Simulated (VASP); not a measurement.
Input for VASP

**INCAR**
```
SYSTEM  =  SrTe
PREC  =  Accurate; ENCUT  =  520; LREAL  =  .FALSE.
LASPH  =  .TRUE.
EDIFF  =  1E-7; NELM  =  100; ALGO  =  Normal
LMAXMIX  =  4
ISMEAR  =  0; SIGMA  =  0.05
GGA  =  PE; IVDW  =  12
ISIF  =  2
LWAVE  =  .FALSE.; LCHARG  =  .FALSE.
```

### POSCAR
```
SrTe
1
    0.0000000000     3.2447056514     3.2447056514
    3.2447056514     0.0000000000     3.2447056514
    3.2447056514     3.2447056514     0.0000000000
Sr Te
1 1
Direct
  0.0000000000   0.0000000000   0.0000000000
  0.5000000000   0.5000000000   0.5000000000
```

**KPOINTS**
```
Automatic mesh
0
Gamma
7 7 7
0 0 0
```

POTCAR, in this order: Sr_sv Te (PBE.64 set). Program: vasp_std.

### Question
Translate this PBE-D3(BJ) calculation to Ansatz.

### Answer
One equivalent input (not run):
Ansatz 0.2 input:
```yaml
crystal:
  lattice:
    - [0.0000000, 3.2447057, 3.2447057]
    - [3.2447057, 0.0000000, 3.2447057]
    - [3.2447057, 3.2447057, 0.0000000]
  atoms:
    - { symbol: Sr, position: [0.0000000, 0.0000000, 0.0000000] }
    - { symbol: Te, position: [0.5000000, 0.5000000, 0.5000000] }
kpoints:
  mp_grid: { grid: [7, 7, 7] }
hamiltonian:
  xc: pbe
  dispersion: d3bj
  pseudopotentials: { kind: paw }
scf:
  occupations: { method: gaussian, width: 0.05 }
  max_iter: 100
output: { forces: true, stress: true, eigenvalues: true }
```
What does not carry over: each code has its own PAW files, so the cut-off isn't converted (ENCUT is set for VASP's; basis.ecutwfc is left out, and Ansatz then takes the one that its files recommend); Ansatz stops its SCF on the density residual and VASP on the energy change (EDIFF).

The compound is SrTe in the rock salt structure. This cell is one point of a volume scan, at 0.94 of the reference volume.
